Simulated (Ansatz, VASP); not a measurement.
## Cross-check of NaF (Villiaumite) between VASP and Ansatz

One calculation is typed for both programs; each brings its own data sets. How far apart do they land? The cell is taken from a series of runs on this material, whose earlier steps may have relaxed, scaled, displaced or heated it; both programs get it as it stands.

Main program and level: Ansatz 0.2.0; plane waves, with VASP 6.6.1 beside it; dielectric response at PBEsol, dielectric response at LDA and dielectric response at PBE.

### Step 1. The structure

It takes space group Fm-3m (No. 225, cubic). Conventional cell: a = 4.634 Å, b = 4.634 Å, c = 4.634 Å, α = 90.00°, β = 90.00°, γ = 90.00°. Na has 6 F at 2.32 Å nearest. Nearest to F lie 6 Na at 2.32 Å. Farther neighbours and most contacts between anions are not listed.

### Step 2. Ansatz: dielectric response, PBEsol

Ansatz runs on its default PAW (the set named soft_2) files.

The response to a field tests empty states and converges slowly with the mesh.

Contents of input.yaml:

```yaml
crystal:
  lattice:
    - [0.0, 2.317, 2.317]
    - [2.317, 0.0, 2.317]
    - [2.317, 2.317, 0.0]
  atoms:
    - { symbol: Na, position: [0.0, 0.0, 0.0] }
    - { symbol: F, position: [0.5, 0.5, 0.5] }
kpoints:
  mp_grid: { grid: [8, 8, 8] }
hamiltonian:
  xc: pbesol
scf:
  occupations: { method: fixed }
output:
  eigenvalues: true
dielectric: {}
```

Run with:

```
ansatz run input.yaml --threads 4 --pin off --max-ram 8192MiB --backend cpu --events-out ev --progress --plain --runs-dir out
```

Numbers of over 12 decimals in the logs are rounded to 6 here.

Log:

```text
Engine: ansatz 0.2.0, aarch64-unknown-linux-gnu
Pseudopotentials: kind: paw
Pseudopotential: Na, paw, valence charge 9, recommended cutoff 420 eV (normal), Na.paw.azcp
Pseudopotential: F, paw, valence charge 7, recommended cutoff 420 eV (normal), F.paw.azcp
Functional definition: PBEsol
  exchange = pbesol_x
  correlation = pbesol_c
Crystal: 2 atoms, lattice volume = 24.878 Å³
Basis set: ecut = 420 eV, 531 PW (Γ), exchange–correlation on 48×48×48 points (8 copies of the dense FFT grid, shifted against one another)
Bands: 12, of which v1, the nominal top of the filled ones, is band 8 counted from 1 (7 counted from 0)
Symmetry: 48 space group operations
k-points: 59 of 512 (irreducible under 8 space group operations, time reversal used)
Non-local potential: Na, projectors of the file, l = 0: 3, l = 1: 2, l = 2: 1
Non-local potential: F, projectors of the file, l = 0: 2, l = 1: 2, l = 2: 1
PAW form: soft (Blöchl's): semilocal exchange-correlation on the pseudo side does not see the compensation charge
PAW frozen core: Na, regenerated for the run's functional, and the local potential with it (the file was generated under x = pbe(κ = 0.804, μ = 0.219515), c = pbe(β = 0.066725))
PAW frozen core: F, regenerated for the run's functional, and the local potential with it (the file was generated under x = pbe(κ = 0.804, μ = 0.219515), c = pbe(β = 0.066725))
PAW one-centre angular grid: Na, 110 points (default); XC on 64 Gauss nodes
PAW one-centre angular grid: F, 110 points (default); XC on 64 Gauss nodes
Initial density: superposition of atomic densities (neutral atoms: chi_scale 0, normalization atom), corrected by the library's trained network
Initial wavefunctions: pseudopotential atomic-orbital guess
Functional: x = pbesol(κ = 0.804, μ = 0.123457), c = pbesol(β = 0.046)
SCF iter   1: F=—  HF=-2278.929614 eV  |F-HF|=—  |Δ(HF+E_count)|=         —  Δρ=1.16e-2  dr2=2.02e-2  ethr=1.77e-3  ⟨swp⟩=4.6  Hψ=3436  notcnv=0  defer=110
preconditioner: auto → none  [insulator: Δε(μ)=6.023 eV  Ē_g=26.088 eV  n_scr=8 (ndim 8)  ℏωp=27.9 eV  f_vac=0.108  ε∞_Penn≈2.1]
SCF iter   2: F=—  HF=-2278.923354 eV  |F-HF|=—  |Δ(HF+E_count)|=   6.26e-3  Δρ=5.02e-3  dr2=3.48e-3  ethr=1.26e-4  ⟨swp⟩=2.0  Hψ=1499  notcnv=0  defer=116
SCF iter   3: F=—  HF=-2278.922291 eV  |F-HF|=—  |Δ(HF+E_count)|=   1.06e-3  Δρ=4.65e-4  dr2=3.47e-5  ethr=2.17e-5  ⟨swp⟩=2.0  Hψ=995  notcnv=0  defer=116
SCF iter   4: F=—  HF=-2278.922294 eV  |F-HF|=—  |Δ(HF+E_count)|=   3.42e-6  Δρ=1.08e-4  dr2=6.64e-7  ethr=2.17e-7  ⟨swp⟩=2.0  Hψ=1180  notcnv=0  defer=77
SCF iter   5: F=—  HF=-2278.922299 eV  |F-HF|=—  |Δ(HF+E_count)|=   4.19e-6  Δρ=4.65e-5  dr2=3.84e-7  ethr=4.15e-9  ⟨swp⟩=2.0  Hψ=1115  notcnv=0
SCF iter   6: F=—  HF=-2278.922298 eV  |F-HF|=—  |Δ(HF+E_count)|=   6.97e-8  Δρ=7.01e-6  dr2=8.79e-9  ethr=2.40e-9  ⟨swp⟩=2.0  Hψ=854  notcnv=0  defer=1
SCF iter   7: F=—  HF=-2278.922298 eV  |F-HF|=—  |Δ(HF+E_count)|=  6.19e-10  Δρ=9.30e-7  dr2=1.56e-10  ethr=5.49e-11  ⟨swp⟩=2.0  Hψ=887  notcnv=0  defer=1
SCF iter   8: F=-2278.922298 eV  HF=-2278.922298 eV  |F-HF|=4.55e-13  |Δ(HF+E_count)|=  2.50e-11  Δρ=3.23e-8  dr2=1.90e-13  ethr=1.00e-12  ⟨swp⟩=3.9  Hψ=2357  notcnv=0
SCF 1 converged in 8 iterations: F = -2278.922298 eV  dr2 = 1.90e-13
  greatest PAW one-centre occupation: 0.999 electrons in one spin orbital (limit 2), on the Na atom at site 0 (counted from 0), in its partial waves of l = 0
DFPT response loops at Γ: preconditioner auto → none (the input reference at scf.mixing.eps_inf says where Resta's filter doesn't serve); β = 0.50; Broyden in place of MSR1
SCF converged after 8 iterations
Free energy (F): -2278.922298 eV
Harris-Foulkes:  -2278.922298 eV  (|F-HF|=4.55e-13)
Internal energy: -2278.922298 eV  (E = F + TS)
E sigma→0 (E₀):  -2278.922298 eV
Fermi energy:    0.926733 eV
--- Per-component energies (eV) ---
  E_band       = -233.072569
  E_kinetic    = 328.438424
  E_local      = -1691.269225  (includes V_loc(G=0)·N_el)
  E_nonlocal   = 189.820739
  E_hartree    = 598.471691
  E_xc         = -118.083743
  E_vxc        = -152.440794  (∫ρ·V_xc dr)
  E_paw        = -447.015057  (= ΣΔE_a)
  E_vpaw       = -104.567087  (= ΣTr[D̂ρ^β])
  E_aug_tail   = 0.001980  (compensation charges beyond the density's cutoff)
  E_ewald      = -1139.384243
  E_core_change = 0.097136  (= ΣΔE_core)
  E_smearing   = -0.000000  (= −TS)
  E_closure    = 0.000000  (closes the sum)
  Σ components = -2278.922298   (vs F -2278.922298, Δ=0.00e0)
--- Band table (eV; the first three rows and the last of 59) ---
  k-point 0: bands = [... 4 lower, -17.8447, 0.9267, 0.9267, 0.9267, 7.1087, 19.7595, 19.7595, 19.7595]
  k-point 1: bands = [... 4 lower, -17.6340, 0.6263, 0.8886, 0.8886, 7.6575, 17.9890, 19.9992, 19.9992]
  k-point 2: bands = [... 4 lower, -17.3597, 0.0169, 0.7974, 0.7974, 8.9754, 15.9000, 20.5313, 20.5313]
  k-point 58: bands = [... 4 lower, -17.3967, 0.0396, 0.0396, 0.3491, 13.9664, 13.9664, 16.0792, 17.7064]
--- Dielectric response (ions clamped): 1 representative field direction + reference, on 59 of 512 k-points (Σ response iterations 6) ---
  k mesh reduced under 8 symmetry operations, with k and −k counted as one. Each operation leaves every solved perturbation unchanged. A smaller set is not considered because the run solves the response to a homogeneous field
  ε∞ (high-frequency dielectric tensor):
        1.894274    -0.000000     0.000000
        0.000000     1.894274    -0.000000
        0.000000    -0.000000     1.894274
  Born effective charges Z* (e; rows j = field, columns β = displacement):
    site 0:
         1.01256    0.00000   -0.00000
        -0.00000    1.01256   -0.00000
        -0.00000   -0.00000    1.01256
    site 1:
        -1.01256   -0.00000    0.00000
         0.00000   -1.01256    0.00000
         0.00000    0.00000   -1.01256
  Z* charge neutrality: 3.943e-5 e pre-enforcement
  k-mesh period / interband length: 26.2 Å / 0.88 Å = 29.82 at k = (0.0000, 0.0000, 0.0000), direct gap 6.182 eV — 14 or more, which is no proof of convergence
```

The column dr2 measures how far the density is from self-consistency, as an energy; F and HF (Harris–Foulkes) agree once it is small.

### Step 3. VASP: dielectric response, PBEsol

The same cell, functional and mesh now go to VASP, with its own data sets.

Lines of VASP's logs that name or quote its potential files are left out, and so is its time.

Contents of INCAR:

```
SYSTEM = NaF
PREC = Accurate
ENCUT = 520
EDIFF = 1E-08
NELM = 120
ISMEAR = 0
SIGMA = 0.01
LREAL = .FALSE.
ALGO = Normal
GGA = PS
NBANDS = 13
LORBIT = 11
LWAVE = .FALSE.
LCHARG = .FALSE.
ISIF = 2
LEPSILON = .TRUE.
LASPH = .TRUE.
GGA_COMPAT = .FALSE.
EFERMI = MIDGAP
KPAR = 2
```

Contents of POSCAR:

```
NaF
1.0
    0.0000000000      2.3170000000      2.3170000000
    2.3170000000      0.0000000000      2.3170000000
    2.3170000000      2.3170000000      0.0000000000
Na F
1 1
Direct
    0.0000000000      0.0000000000      0.0000000000
    0.5000000000      0.5000000000      0.5000000000
```

Contents of KPOINTS:

```
Automatic mesh
0
Gamma
8 8 8
0 0 0
```

PAW data sets: Na_pv and F (PBE family, release 64).

Run with:

```
mpirun -np 2 vasp_std
```

Log:

```text
[banner, memory and clock lines left out]
running    2 mpi-ranks, on    1 nodes
 distrk:  each k-point on    1 cores,    2 groups
 distr:  one band on    1 cores,    1 groups

 POSCAR found type information on POSCAR NaF
 POSCAR found :  2 types and       2 ions
|                                                                             |
|               ----> ADVICE to this user running VASP <----                  |
|                                                                             |
|     You enforced a specific xc type in the INCAR file but a different       |
|     [... a line on the potential file left out ...]
|     I HOPE YOU KNOW WHAT YOU ARE DOING!                                     |
|                                                                             |

 LDA part: xc-table for (Slater+PW92), standard interpolation
 POSCAR, INCAR and KPOINTS ok, starting setup
 FFT: planning ... GRIDC
 FFT: planning ... GRID_SOFT
 FFT: planning ... GRID
 WAVECAR not read
 entering main loop
       N       E                     dE             d eps       ncg     rms          rms(c)
DAV:   1     0.110503475959E+03    0.11050E+03   -0.79613E+03   764   0.132E+03
DAV:   2    -0.364563176378E+01   -0.11415E+03   -0.10690E+03   824   0.352E+02
DAV:   3    -0.949019524763E+01   -0.58446E+01   -0.58317E+01   929   0.757E+01
DAV:   4    -0.953850722453E+01   -0.48312E-01   -0.48310E-01   824   0.730E+00
DAV:   5    -0.953901952226E+01   -0.51230E-03   -0.51230E-03   914   0.759E-01    0.491E+00
DAV:   6    -0.878437745783E+01    0.75464E+00   -0.27740E+00   884   0.156E+01    0.181E+00
DAV:   7    -0.876958778521E+01    0.14790E-01   -0.28076E-02   774   0.221E+00    0.102E+00
DAV:   8    -0.876837921332E+01    0.12086E-02   -0.25451E-02   784   0.370E+00    0.143E-01
DAV:   9    -0.876891323327E+01   -0.53402E-03   -0.42452E-03   894   0.660E-01    0.111E-01
DAV:  10    -0.876879766204E+01    0.11557E-03   -0.93235E-04   794   0.369E-01    0.143E-02
DAV:  11    -0.876879983622E+01   -0.21742E-05   -0.43675E-05   849   0.148E-01    0.600E-03
DAV:  12    -0.876880015191E+01   -0.31569E-06   -0.55725E-06   918   0.347E-02    0.284E-03
DAV:  13    -0.876880015375E+01   -0.18420E-08   -0.90706E-07   829   0.948E-03    0.159E-03
DAV:  14    -0.876880011767E+01    0.36080E-07   -0.21533E-07   839   0.754E-03    0.578E-05
DAV:  15    -0.876880012159E+01   -0.39227E-08   -0.12151E-08   659   0.955E-04
   1 F= -.87688001E+01 E0= -.87688001E+01  d E =0.000000E+00
 Linear response reoptimize wavefunctions to high precision
DAV:   1    -0.876880012076E+01    0.83128E-09   -0.31929E-10   517   0.209E-04
DAV:   2    -0.876880012071E+01    0.51159E-10   -0.26526E-11   417   0.550E-05
 Linear response G [H, r] |phi>, progress :
  Direction:   1
       N       E                     dE             d eps       ncg     rms
RMM:   1    -0.435447506790E+02   -0.43545E+02   -0.19132E+02  1258   0.113E+02
RMM:   2    -0.438746046713E+02   -0.32985E+00   -0.53199E+00  1378   0.227E+01
RMM:   3    -0.438733709236E+02    0.12337E-02   -0.30736E-01  1422   0.517E+00
RMM:   4    -0.438736537387E+02   -0.28282E-03   -0.67416E-03  1472   0.664E-01
RMM:   5    -0.438736854564E+02   -0.31718E-04   -0.19815E-04  1495   0.133E-01
RMM:   6    -0.438736866280E+02   -0.11716E-05   -0.87467E-06  1513   0.250E-02
RMM:   7    -0.438736866258E+02    0.22606E-08    0.38898E-07  1445   0.443E-03
RMM:   8    -0.438736865974E+02    0.28336E-07    0.94653E-07  1410   0.124E-03
RMM:   9    -0.438736866932E+02   -0.95792E-07    0.25518E-08  1201   0.581E-04
RMM:  10    -0.438736866493E+02    0.43909E-07    0.46197E-07  1039   0.578E-04
RMM:  11    -0.438736866929E+02   -0.43555E-07    0.50054E-08   938   0.487E-04
RMM:  12    -0.438736866600E+02    0.32833E-07    0.56222E-07   867   0.582E-04
RMM:  13    -0.438736866823E+02   -0.22242E-07   -0.16644E-07   779   0.583E-04
RMM:  14    -0.438736866793E+02    0.30002E-08    0.12048E-06   727   0.580E-04
RMM:  15    -0.438736866702E+02    0.90353E-08    0.34547E-07   653   0.581E-04
 Linear response G [H, r] |phi>, progress :
  Direction:   2
       N       E                     dE             d eps       ncg     rms
RMM:   1    -0.434625717732E+02   -0.43463E+02   -0.16436E+02  1224   0.115E+02
RMM:   2    -0.436008015818E+02   -0.13823E+00   -0.55306E+00  1379   0.224E+01
RMM:   3    -0.435875046350E+02    0.13297E-01   -0.28993E-01  1419   0.512E+00
RMM:   4    -0.435883771675E+02   -0.87253E-03   -0.88330E-03  1461   0.769E-01
RMM:   5    -0.435884470470E+02   -0.69879E-04   -0.35261E-04  1499   0.144E-01
RMM:   6    -0.435884494974E+02   -0.24504E-05   -0.11448E-05  1501   0.262E-02
RMM:   7    -0.435884494354E+02    0.62047E-07   -0.26329E-07  1435   0.434E-03
RMM:   8    -0.435884495050E+02   -0.69662E-07   -0.72417E-07  1393   0.109E-03
RMM:   9    -0.435884497100E+02   -0.20493E-06   -0.27800E-06  1169   0.618E-04
RMM:  10    -0.435884497297E+02   -0.19726E-07   -0.29908E-06  1010   0.456E-04
RMM:  11    -0.435884494938E+02    0.23588E-06   -0.65446E-07   910   0.535E-04
RMM:  12    -0.435884499104E+02   -0.41654E-06   -0.49410E-06   846   0.548E-04
RMM:  13    -0.435884496944E+02    0.21597E-06   -0.31338E-06   759   0.548E-04
RMM:  14    -0.435884494969E+02    0.19752E-06   -0.12334E-06   674   0.548E-04
 Linear response G [H, r] |phi>, progress :
  Direction:   3
[...]
RMM:   4    -0.418478040090E+02    0.16612E-02   -0.64858E-03  1434   0.620E-01
RMM:   5    -0.418478115927E+02   -0.75837E-05   -0.18953E-04  1466   0.122E-01
RMM:   6    -0.418478123195E+02   -0.72681E-06   -0.67769E-06  1458   0.216E-02
RMM:   7    -0.418478123540E+02   -0.34441E-07   -0.26579E-07  1339   0.405E-03
RMM:   8    -0.418478123562E+02   -0.21768E-08   -0.56560E-08  1290   0.977E-04
 Linear response to external field (no local field effect), progress :
  Direction:   1
       N       E                     dE             d eps       ncg     rms          rms(c)
RMM:   1    -0.606303882973E-01   -0.60630E-01   -0.10951E-01   947   0.335E+00
RMM:   2    -0.681534884824E-01   -0.75231E-02   -0.39587E-03  1402   0.507E-01
RMM:   3    -0.681512186122E-01    0.22699E-05   -0.94152E-05  1423   0.950E-02
RMM:   4    -0.681515401576E-01   -0.32155E-06   -0.21125E-06  1448   0.129E-02
RMM:   5    -0.681515510746E-01   -0.10917E-07   -0.85675E-08  1428   0.258E-03
RMM:   6    -0.681515521711E-01   -0.10965E-08   -0.29830E-09  1356   0.438E-04
 change of polarisation eV/A/(eV/A) component  1 :     0.136     0.022     0.012
 dielectric tensor                  component  1 :     1.991     0.163     0.085
 Linear response to external field (no local field effect), progress :
  Direction:   2
       N       E                     dE             d eps       ncg     rms          rms(c)
RMM:   1    -0.577485314037E-01   -0.57749E-01   -0.61070E-02   957   0.352E+00
RMM:   2    -0.674766485322E-01   -0.97281E-02   -0.43824E-03  1402   0.518E-01
RMM:   3    -0.674704504147E-01    0.61981E-05   -0.98551E-05  1430   0.957E-02
RMM:   4    -0.674707276829E-01   -0.27727E-06   -0.34405E-06  1444   0.142E-02
RMM:   5    -0.674707264205E-01    0.12624E-08   -0.26111E-08  1431   0.263E-03
 change of polarisation eV/A/(eV/A) component  2 :     0.022     0.135    -0.017
 dielectric tensor                  component  2 :     0.163     1.982    -0.126
 Linear response to external field (no local field effect), progress :
  Direction:   3
       N       E                     dE             d eps       ncg     rms          rms(c)
RMM:   1    -0.458045683513E-01   -0.45805E-01   -0.61724E-02   976   0.313E+00
RMM:   2    -0.518635343573E-01   -0.60590E-02   -0.35844E-03  1406   0.477E-01
RMM:   3    -0.518592255616E-01    0.43088E-05   -0.72244E-05  1395   0.832E-02
RMM:   4    -0.518595416583E-01   -0.31610E-06   -0.19736E-06  1407   0.126E-02
RMM:   5    -0.518595788012E-01   -0.37143E-07   -0.10065E-07  1389   0.237E-03
RMM:   6    -0.518595796508E-01   -0.84958E-09   -0.29367E-09  1266   0.404E-04
 change of polarisation eV/A/(eV/A) component  3 :     0.012    -0.017     0.104
 dielectric tensor                  component  3 :     0.085    -0.126     1.754
 Linear response to external field, progress :
  Direction:   1
       N       E                     dE             d eps       ncg     rms          rms(c)
RMM:   1    -0.547451876540E-01   -0.54745E-01   -0.77610E-02  1959   0.332E+00
RMM:   2    -0.624982049623E-01   -0.77530E-02   -0.39685E-03  2835   0.498E-01    0.376E-01
RMM:   3    -0.619644547834E-01    0.53375E-03   -0.85515E-04  2737   0.226E-01    0.225E-01
RMM:   4    -0.660959104898E-01   -0.41315E-02   -0.17448E-03  2710   0.337E-01    0.241E-02
RMM:   5    -0.667108884654E-01   -0.61498E-03   -0.47699E-05  2791   0.718E-02    0.397E-03
RMM:   6    -0.667817831930E-01   -0.70895E-04   -0.21657E-06  2863   0.127E-02    0.135E-03
RMM:   7    -0.667847348582E-01   -0.29517E-05   -0.61003E-08  2821   0.273E-03    0.271E-04
RMM:   8    -0.667893670865E-01   -0.46322E-05   -0.42448E-09  2852   0.558E-04    0.338E-05
RMM:   9    -0.667891416337E-01    0.22545E-06   -0.40767E-10  2566   0.172E-04    0.174E-05
RMM:  10    -0.667891520681E-01   -0.10434E-07   -0.28897E-11  1755   0.427E-05    0.320E-06
 change of polarisation eV/A/(eV/A) component  1 :     0.121     0.015     0.005
 dielectric tensor                  component  1 :     1.882     0.110     0.040
 Linear response to external field, progress :
  Direction:   2
       N       E                     dE             d eps       ncg     rms          rms(c)
RMM:   1    -0.547191461143E-01   -0.54719E-01   -0.77349E-02  1958   0.334E+00
RMM:   2    -0.624977015615E-01   -0.77786E-02   -0.39779E-03  2842   0.501E-01    0.376E-01
RMM:   3    -0.619626503817E-01    0.53505E-03   -0.85630E-04  2750   0.227E-01    0.225E-01
RMM:   4    -0.660956204007E-01   -0.41330E-02   -0.17453E-03  2721   0.337E-01    0.240E-02
RMM:   5    -0.667104582603E-01   -0.61484E-03   -0.48019E-05  2805   0.721E-02    0.405E-03
RMM:   6    -0.667819892022E-01   -0.71531E-04   -0.21583E-06  2872   0.126E-02    0.133E-03
RMM:   7    -0.667846732043E-01   -0.26840E-05   -0.60244E-08  2839   0.271E-03    0.254E-04
RMM:   8    -0.667893454351E-01   -0.46722E-05   -0.42291E-09  2884   0.553E-04    0.335E-05
RMM:   9    -0.667891764585E-01    0.16898E-06   -0.36525E-10  2546   0.162E-04    0.185E-05
RMM:  10    -0.667891590290E-01    0.17429E-07   -0.33514E-11  1778   0.441E-05    0.277E-06
 change of polarisation eV/A/(eV/A) component  2 :     0.010     0.121    -0.005
 dielectric tensor                  component  2 :     0.073     1.882    -0.036
 Linear response to external field, progress :
  Direction:   3
       N       E                     dE             d eps       ncg     rms          rms(c)
RMM:   1    -0.547191569103E-01   -0.54719E-01   -0.77349E-02  1960   0.334E+00
RMM:   2    -0.624977018595E-01   -0.77785E-02   -0.39784E-03  2844   0.501E-01    0.376E-01
RMM:   3    -0.619624559349E-01    0.53525E-03   -0.85633E-04  2750   0.227E-01    0.225E-01
RMM:   4    -0.660956777801E-01   -0.41332E-02   -0.17455E-03  2719   0.337E-01    0.240E-02
RMM:   5    -0.667104924629E-01   -0.61481E-03   -0.48022E-05  2803   0.721E-02    0.405E-03
RMM:   6    -0.667819897448E-01   -0.71497E-04   -0.21580E-06  2870   0.126E-02    0.133E-03
RMM:   7    -0.667846729245E-01   -0.26832E-05   -0.60240E-08  2835   0.271E-03    0.254E-04
RMM:   8    -0.667893458659E-01   -0.46729E-05   -0.42306E-09  2887   0.553E-04    0.335E-05
RMM:   9    -0.667891768367E-01    0.16903E-06   -0.36545E-10  2549   0.162E-04    0.185E-05
RMM:  10    -0.667891594186E-01    0.17418E-07   -0.34872E-11  1781   0.441E-05    0.278E-06
 change of polarisation eV/A/(eV/A) component  3 :    -0.001     0.004     0.121
 dielectric tensor                  component  3 :    -0.005     0.031     1.882
 Born effective charges drift removed
```

[end of part 1 of 2]

[Lines on the potential files, build, host, timing and source positions are cut from VASP's logs without a mark.]

[Logs are printed without paths, hosts, clocks, repeated set-up lines and the standing remarks that a program may print on its own settings, such as how far it seeks lower states.]

[Hosts, paths, dates, database ids (printed as entryN), source tags and the programs' standing remarks are cut or masked in the printed files.]
